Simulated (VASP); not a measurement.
Here is the system:

```xyz
2
Lattice="3.1404 0.0000 0.0000 -1.5702 2.7197 0.0000 0.0000 0.0000 3.4802" Properties=species:S:1:pos:R:3 pbc="T T T"
W     -1.5702     2.7197     0.0000
Si     1.5702     0.9066     1.7401
```

The numbers are results of r2SCAN meta-GGA, VASP's PBE PAW potentials (set 64) (plane waves; VASP), not measurements. Numerical set-up: 400 eV cut-off, 15×15×12 Γ-centred mesh, tetrahedra with Blöchl corrections, potentials W_sv Si.

Task: Give the energies of bands 6 to 12 at the high-symmetry points, in eV from the Fermi level.

Result: 
```tsv
band	Γ	M	K	A	L	H
6	-3.93	-6.21	-5.91	-8.09	-5.20	-5.60
7	-1.42	-3.47	-4.23	-0.73	-3.99	-4.20
8	-1.42	-3.23	-2.97	-0.73	-2.29	-2.06
9	0.25	0.41	-1.36	-0.49	-0.78	-1.15
10	1.43	2.07	1.86	-0.49	2.14	2.22
11	1.43	3.76	2.35	1.27	3.46	3.64
12	7.54	4.88	2.95	6.83	5.76	6.55
```

It has no gap at this level: it comes out as a metal or semimetal.

The structure was generated: SiW was put into the WC type (P-6m2), which need not be its known phase. It was relaxed first, which changed the volume by -14 %.
